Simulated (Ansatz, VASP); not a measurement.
# TaN in two plane-wave programs, part 2 of 3

One calculation is typed for both programs; each brings its own data sets. How far apart do they land? The cell is taken from a series of runs on this material, whose earlier steps may have relaxed, scaled, displaced or heated it; both programs get it as it stands.

VASP 6.6.1 and Ansatz 0.2.0.

So far: Set-up; Ansatz: zone-centre phonons, PBEsol.

**3. VASP: zone-centre phonons, PBEsol**

Level of this step: PBEsol; plane waves and PAW (N, Ta_pv) (VASP).

The same cell, functional, mesh and smearing now go to VASP, with its own data sets.

Lines of VASP's logs that name or quote its potential files are left out, and so is its time.

Input file INCAR:

```
SYSTEM = TaN
PREC = Accurate
ENCUT = 600
EDIFF = 1E-08
NELM = 120
ISMEAR = 1
SIGMA = 0.2
LREAL = .FALSE.
ALGO = Normal
GGA = PS
NBANDS = 30
LASPH = .TRUE.
LORBIT = 11
LWAVE = .FALSE.
LCHARG = .FALSE.
ISIF = 2
IBRION = 8
GGA_COMPAT = .FALSE.
KPAR = 2
```

Input file POSCAR:

```
TaN
1.0
    5.0250932371      0.0000000000      0.0000000000
   -2.5125466186      4.3518583997      0.0000000000
    0.0000000000      0.0000000000      2.8286035640
N Ta
3 3
Direct
    0.3969418970      0.0000000000      0.0000000000
    0.6030581030      0.6030581030      0.0000000000
    0.0000000000      0.3969418970      0.0000000000
    0.3333333333      0.6666666667      0.5000000000
    0.6666666667      0.3333333333      0.5000000000
    0.0000000000      0.0000000000      0.0000000000
```

Input file KPOINTS:

```
Automatic mesh
0
Gamma
9 9 12
0 0 0
```

The projector-augmented-wave data sets are N and Ta_pv (PBE family, release 64).

Run with:

```bash
$ mpirun -np 2 vasp_std
```

The program printed:

```text
[banner, memory and clock lines left out]
running    2 mpi-ranks, on    1 nodes
 distrk:  each k-point on    1 cores,    2 groups
 distr:  one band on    1 cores,    1 groups

 POSCAR found type information on POSCAR N Ta
 POSCAR found :  2 types and       6 ions
|                                                                             |
|               ----> ADVICE to this user running VASP <----                  |
|                                                                             |
|     You enforced a specific xc type in the INCAR file but a different       |
|     [... a line on the potential file left out ...]
|     I HOPE YOU KNOW WHAT YOU ARE DOING!                                     |
|                                                                             |

 LDA part: xc-table for (Slater+PW92), standard interpolation
 POSCAR, INCAR and KPOINTS ok, starting setup
 FFT: planning ... GRIDC
 FFT: planning ... GRID_SOFT
 FFT: planning ... GRID
 WAVECAR not read
 entering main loop
       N       E                     dE             d eps       ncg     rms          rms(c)
DAV:   1     0.491223772669E+03    0.49122E+03   -0.28984E+04  5040   0.190E+03
DAV:   2    -0.459456201722E+02   -0.53717E+03   -0.51555E+03  5748   0.528E+02
DAV:   3    -0.793401563329E+02   -0.33395E+02   -0.32809E+02  6184   0.127E+02
DAV:   4    -0.800225361670E+02   -0.68238E+00   -0.67752E+00  6190   0.175E+01
DAV:   5    -0.800378694282E+02   -0.15333E-01   -0.15319E-01  6206   0.210E+00    0.529E+01
DAV:   6    -0.711426160205E+02    0.88953E+01   -0.47360E+01  6412   0.409E+01    0.234E+01
DAV:   7    -0.709741333656E+02    0.16848E+00   -0.18398E+00  6086   0.895E+00    0.120E+01
DAV:   8    -0.709082729245E+02    0.65860E-01   -0.26314E-01  6016   0.377E+00    0.831E-01
DAV:   9    -0.708989847750E+02    0.92881E-02   -0.29549E-02  6400   0.155E+00    0.336E-01
DAV:  10    -0.708987504231E+02    0.23435E-03   -0.11720E-02  6320   0.605E-01    0.153E-01
DAV:  11    -0.708984346818E+02    0.31574E-03   -0.29558E-03  6298   0.328E-01    0.374E-02
DAV:  12    -0.708984188658E+02    0.15816E-04   -0.15682E-04  6280   0.825E-02    0.129E-02
DAV:  13    -0.708984181905E+02    0.67529E-06   -0.62541E-06  6224   0.172E-02    0.407E-03
DAV:  14    -0.708984180902E+02    0.10032E-06   -0.45622E-07  6470   0.478E-03    0.987E-04
DAV:  15    -0.708984180525E+02    0.37746E-07   -0.55889E-08  5608   0.177E-03    0.328E-04
DAV:  16    -0.708984180464E+02    0.60772E-08   -0.35965E-09  3984   0.463E-04
   1 F= -.70898418E+02 E0= -.70899432E+02  d E =0.304122E-02
 Linear response reoptimize wavefunctions to high precision
DAV:   1    -0.708984180446E+02    0.18417E-08   -0.60897E-10  3996   0.208E-04
DAV:   2    -0.708984180446E+02   -0.36380E-10   -0.15060E-10  3852   0.930E-05
 Linear response DOF=           7
 Linear response progress:
  Degree of freedom:   1/  7
       N       E                     dE             d eps       ncg     rms          rms(c)
RMM:   1    -0.254899047609E+00   -0.25490E+00    0.13254E-01 22526   0.249E+00
RMM:   2    -0.246927554804E+00    0.79715E-02   -0.12491E-02 17509   0.503E-01    0.426E-01
RMM:   3    -0.247884933750E+00   -0.95738E-03   -0.42446E-03 17807   0.235E-01    0.252E-01
RMM:   4    -0.249159116991E+00   -0.12742E-02   -0.84109E-04 17359   0.125E-01    0.691E-02
RMM:   5    -0.249442080733E+00   -0.28296E-03   -0.11552E-04 19302   0.430E-02    0.253E-02
RMM:   6    -0.249430781591E+00    0.11299E-04   -0.14928E-05 19664   0.154E-02    0.514E-03
RMM:   7    -0.249396509186E+00    0.34272E-04   -0.14550E-06 17764   0.619E-03    0.106E-03
RMM:   8    -0.249396934867E+00   -0.42568E-06   -0.19686E-07 20150   0.208E-03    0.556E-04
RMM:   9    -0.249398439718E+00   -0.15049E-05   -0.15937E-07 19929   0.662E-04    0.207E-04
RMM:  10    -0.249398297100E+00    0.14262E-06    0.18392E-08 20313   0.263E-04    0.759E-05
RMM:  11    -0.249398322326E+00   -0.25226E-07   -0.43159E-08 20426   0.134E-04    0.245E-05
RMM:  12    -0.249398345652E+00   -0.23326E-07   -0.14548E-08 20648   0.853E-05    0.504E-06
RMM:  13    -0.249398331784E+00    0.13868E-07   -0.16094E-09 21197   0.684E-05    0.335E-06
RMM:  14    -0.249398333796E+00   -0.20124E-08   -0.11445E-08 20043   0.623E-05    0.847E-07
 first order change of Fermi-energy  -0.18913E-01
 force on displaced ion       1 direction 1 : -25.098  -0.000   0.000
 Linear response progress:
  Degree of freedom:   2/  7
       N       E                     dE             d eps       ncg     rms          rms(c)
RMM:   1    -0.254683129101E+00   -0.25468E+00    0.15397E-01 37008   0.252E+00
RMM:   2    -0.246682687214E+00    0.80004E-02   -0.14827E-02 28452   0.528E-01    0.478E-01
RMM:   3    -0.247510067181E+00   -0.82738E-03   -0.41593E-03 30103   0.259E-01    0.299E-01
[...]
RMM:   9    -0.249051308514E+00   -0.21547E-05   -0.16101E-07 32865   0.742E-04    0.174E-04
RMM:  10    -0.249051027958E+00    0.28056E-06    0.46419E-08 32757   0.298E-04    0.520E-05
RMM:  11    -0.249051347928E+00   -0.31997E-06   -0.27593E-08 32820   0.159E-04    0.103E-05
RMM:  12    -0.249051344811E+00    0.31169E-08   -0.16078E-08 34579   0.959E-05    0.559E-06
 first order change of Fermi-energy  -0.20673E-04
 force on displaced ion       1 direction 2 :  -0.003 -28.103   0.000
 Linear response progress:
  Degree of freedom:   3/  7
[...]
RMM:  15    -0.203766999610E+00   -0.14278E-06   -0.10930E-06 37137   0.126E-04    0.394E-06
RMM:  16    -0.203766919268E+00    0.80342E-07   -0.22287E-08 37126   0.112E-04    0.850E-07
RMM:  17    -0.203766984181E+00   -0.64913E-07   -0.50878E-07 37897   0.105E-04    0.915E-07
RMM:  18    -0.203766953597E+00    0.30584E-07   -0.24987E-08 38294   0.101E-04    0.429E-07
RMM:  19    -0.203766975264E+00   -0.21667E-07   -0.27329E-07 36518   0.988E-05    0.783E-07
RMM:  20    -0.203766963217E+00    0.12048E-07   -0.29244E-08 37477   0.975E-05    0.160E-07
RMM:  21    -0.203766977109E+00   -0.13892E-07   -0.14249E-07 34560   0.962E-05    0.176E-07
RMM:  22    -0.203766965163E+00    0.11946E-07   -0.20455E-08 34008   0.956E-05    0.252E-07
RMM:  23    -0.203766974618E+00   -0.94546E-08   -0.94742E-08 34264   0.952E-05    0.220E-07
 first order change of Fermi-energy  -0.45531E-03
 force on displaced ion       4 direction 1 : -36.279  -0.002   0.000
 Linear response progress:
  Degree of freedom:   5/  7
       N       E                     dE             d eps       ncg     rms          rms(c)
RMM:   1    -0.140119769985E+00   -0.14012E+00    0.10361E+01 10782   0.196E+01
RMM:   2    -0.166163829950E+00   -0.26044E-01   -0.40195E-02 17192   0.126E+00    0.143E-01
RMM:   3    -0.165523131102E+00    0.64070E-03   -0.70070E-03 18806   0.328E-01    0.776E-02
RMM:   4    -0.164903975571E+00    0.61916E-03   -0.88967E-04 21275   0.124E-01    0.265E-02
RMM:   5    -0.164717527262E+00    0.18645E-03   -0.77580E-05 21432   0.312E-02    0.742E-03
RMM:   6    -0.164665501511E+00    0.52026E-04   -0.31705E-05 20488   0.104E-02    0.127E-03
RMM:   7    -0.164664233852E+00    0.12677E-05   -0.20432E-05 21046   0.408E-03    0.490E-04
RMM:   8    -0.164664307470E+00   -0.73617E-07   -0.13811E-05 20883   0.185E-03    0.136E-04
RMM:   9    -0.164665185514E+00   -0.87804E-06   -0.87890E-06 21799   0.921E-04    0.665E-05
RMM:  10    -0.164665540687E+00   -0.35517E-06   -0.58513E-06 19849   0.563E-04    0.241E-05
RMM:  11    -0.164665777308E+00   -0.23662E-06   -0.38463E-06 21417   0.368E-04    0.126E-05
RMM:  12    -0.164665783717E+00   -0.64085E-08   -0.24493E-06 22591   0.252E-04    0.528E-06
RMM:  13    -0.164665848366E+00   -0.64649E-07   -0.17321E-06 21248   0.200E-04    0.256E-06
RMM:  14    -0.164665821012E+00    0.27354E-07   -0.10602E-06 22694   0.163E-04    0.178E-06
RMM:  15    -0.164665852142E+00   -0.31130E-07   -0.77183E-07 22095   0.144E-04    0.158E-06
RMM:  16    -0.164665802779E+00    0.49363E-07   -0.39856E-07 22014   0.131E-04    0.311E-06
RMM:  17    -0.164665830709E+00   -0.27931E-07   -0.36127E-07 22124   0.123E-04    0.961E-07
RMM:  18    -0.164665815607E+00    0.15103E-07   -0.16923E-07 21325   0.116E-04    0.179E-06
RMM:  19    -0.164665832011E+00   -0.16404E-07   -0.15909E-07 22772   0.113E-04    0.481E-07
RMM:  20    -0.164665829761E+00    0.22497E-08   -0.51362E-08 22177   0.110E-04    0.262E-07
 first order change of Fermi-energy   0.16945E-03
 force on displaced ion       4 direction 3 :  -0.000  -0.000 -31.914
 Linear response progress:
  Degree of freedom:   6/  7
       N       E                     dE             d eps       ncg     rms          rms(c)
RMM:   1    -0.177293812016E+00   -0.17729E+00    0.10813E+01 10869   0.188E+01
RMM:   2    -0.209389789360E+00   -0.32096E-01   -0.53008E-02 16919   0.130E+00    0.321E-01
RMM:   3    -0.209055395833E+00    0.33439E-03   -0.89784E-03 18784   0.315E-01    0.190E-01
RMM:   4    -0.208552793744E+00    0.50260E-03   -0.96124E-04 19549   0.138E-01    0.598E-02
RMM:   5    -0.208435340222E+00    0.11745E-03   -0.13075E-04 20524   0.450E-02    0.253E-02
RMM:   6    -0.208378596370E+00    0.56744E-04   -0.36523E-05 20675   0.187E-02    0.499E-03
RMM:   7    -0.208374629873E+00    0.39665E-05    0.23711E-06 20063   0.111E-02    0.266E-03
RMM:   8    -0.208373664874E+00    0.96500E-06    0.29059E-06 19917   0.578E-03    0.658E-04
RMM:   9    -0.208375905843E+00   -0.22410E-05    0.15570E-06 20491   0.235E-03    0.622E-04
RMM:  10    -0.208376553212E+00   -0.64737E-06    0.31363E-06 19847   0.164E-03    0.200E-04
RMM:  11    -0.208377435671E+00   -0.88246E-06    0.64456E-07 21054   0.740E-04    0.194E-04
RMM:  12    -0.208377529072E+00   -0.93401E-07    0.84688E-07 19817   0.538E-04    0.383E-05
RMM:  13    -0.208377668742E+00   -0.13967E-06    0.35209E-07 21707   0.335E-04    0.286E-05
RMM:  14    -0.208377831212E+00   -0.16247E-06    0.30358E-07 20412   0.232E-04    0.937E-06
RMM:  15    -0.208377836185E+00   -0.49724E-08    0.16127E-07 22326   0.170E-04    0.768E-06
RMM:  16    -0.208377907104E+00   -0.70919E-07    0.14440E-07 21634   0.148E-04    0.165E-06
RMM:  17    -0.208377919546E+00   -0.12443E-07    0.73285E-08 23143   0.125E-04    0.203E-06
RMM:  18    -0.208377929199E+00   -0.96528E-08    0.87631E-08 22301   0.113E-04    0.159E-06
 first order change of Fermi-energy  -0.43397E-03
 force on displaced ion       6 direction 1 : -35.408   0.000   0.000
 Linear response progress:
  Degree of freedom:   7/  7
       N       E                     dE             d eps       ncg     rms          rms(c)
RMM:   1    -0.124893024642E+00   -0.12489E+00    0.12923E+01  8118   0.168E+01
RMM:   2    -0.150642744704E+00   -0.25750E-01   -0.33972E-02 11229   0.102E+00    0.144E-01
RMM:   3    -0.149312997515E+00    0.13297E-02   -0.50852E-03 12525   0.270E-01    0.715E-02
RMM:   4    -0.148378792686E+00    0.93420E-03   -0.79113E-04 13875   0.115E-01    0.328E-02
RMM:   5    -0.147994444609E+00    0.38435E-03   -0.55273E-05 14335   0.320E-02    0.302E-03
RMM:   6    -0.148010959864E+00   -0.16515E-04   -0.70092E-06 13719   0.921E-03    0.127E-03
RMM:   7    -0.148015635271E+00   -0.46754E-05   -0.11477E-06 14668   0.306E-03    0.440E-04
RMM:   8    -0.148018720048E+00   -0.30848E-05   -0.35477E-07 14199   0.114E-03    0.840E-05
RMM:   9    -0.148019413713E+00   -0.69367E-06   -0.99811E-08 14800   0.587E-04    0.297E-05
RMM:  10    -0.148019706562E+00   -0.29285E-06   -0.91911E-08 14835   0.348E-04    0.124E-05
RMM:  11    -0.148019838396E+00   -0.13183E-06   -0.65471E-08 15148   0.233E-04    0.596E-06
RMM:  12    -0.148019864224E+00   -0.25828E-07   -0.44328E-08 15262   0.170E-04    0.465E-06
RMM:  13    -0.148019921966E+00   -0.57743E-07   -0.28601E-08 14593   0.141E-04    0.141E-06
RMM:  14    -0.148019927891E+00   -0.59246E-08   -0.27316E-08 15201   0.118E-04    0.135E-06
 first order change of Fermi-energy   0.49435E-03
 force on displaced ion       6 direction 3 :   0.000   0.000 -12.668
 Linear response finished
```

(Part 2 of 3 ends here.)

[Lines on the potential files, build, host, timing and source positions are cut from VASP's logs without a mark.]

[Logs are printed without paths, hosts, clocks, repeated set-up lines and the standing remarks that a program may print on its own settings, such as how far it seeks lower states.]

[Hosts, paths, dates, database ids (printed as entryN), source tags and the programs' standing remarks are cut or masked in the printed files.]
